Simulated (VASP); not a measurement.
A convergence study with VASP on NaH (rock salt): one setting is varied, all else stays as given below, so the limit is that of these other settings.

```
NaH
1.0
    0.00000     2.44000     2.44000
    2.44000     0.00000     2.44000
    2.44000     2.44000     0.00000
Na H
1 1
Direct
  0.00000   0.00000   0.00000
  0.50000   0.50000   0.50000
```

All values below come from PBE GGA, VASP's PBE PAW potentials (set 64) (plane waves; VASP 6.6.1). The tightest run used: 550 eV cut-off, 14×14×14 Monkhorst-Pack mesh, Gaussian smearing of 0.050 eV, potentials Na_pv H.

Task: The settings run are 1×1×1 mesh; 2×2×2 mesh; 3×3×3 mesh; 4×4×4 mesh; 5×5×5 mesh; 6×6×6 mesh; 7×7×7 mesh; 8×8×8 mesh; 9×9×9 mesh; 10×10×10 mesh; 11×11×11 mesh; 12×12×12 mesh; 13×13×13 mesh; 14×14×14 mesh. From which on does the energy per atom stay within 0.001 eV/atom of the tightest run?

Result: From 4×4×4 mesh on: it is off by 0.0000 there and by no more than 0.001 in any finer run, while 3×3×3 mesh is off by 0.0072.
| setting | E (eV/atom) | pressure (GPa) | irreducible k-points | difference judged (eV/atom) |
|---|---|---|---|---|
| 1×1×1 mesh | -4.7611 | -18.22 | 1 | 2.2180 |
| 2×2×2 mesh | -2.5466 | -0.71 | 2 | 0.0035 |
| 3×3×3 mesh | -2.5503 | -0.72 | 4 | 0.0072 |
| 4×4×4 mesh | -2.5431 | -0.65 | 10 | 0.0000 |
| 5×5×5 mesh | -2.5430 | -0.66 | 10 | 0.0001 |
| 6×6×6 mesh | -2.5431 | -0.65 | 28 | 0.0000 |
| 7×7×7 mesh | -2.5431 | -0.66 | 20 | 0.0000 |
| 8×8×8 mesh | -2.5431 | -0.66 | 60 | 0.0000 |
| 9×9×9 mesh | -2.5431 | -0.66 | 35 | 0.0000 |
| 10×10×10 mesh | -2.5431 | -0.65 | 110 | 0.0000 |
| 11×11×11 mesh | -2.5431 | -0.66 | 56 | 0.0000 |
| 12×12×12 mesh | -2.5431 | -0.65 | 182 | 0.0000 |
| 13×13×13 mesh | -2.5431 | -0.66 | 84 | 0.0000 |
| 14×14×14 mesh | -2.5431 | -0.65 | 280 | 0.0000 |

Left out are rungs that failed or repeat a setting and relaxations that didn't move; long series are thinned to 24 rows.

The compound is NaH in the rock salt structure. The cell was not relaxed at this level.
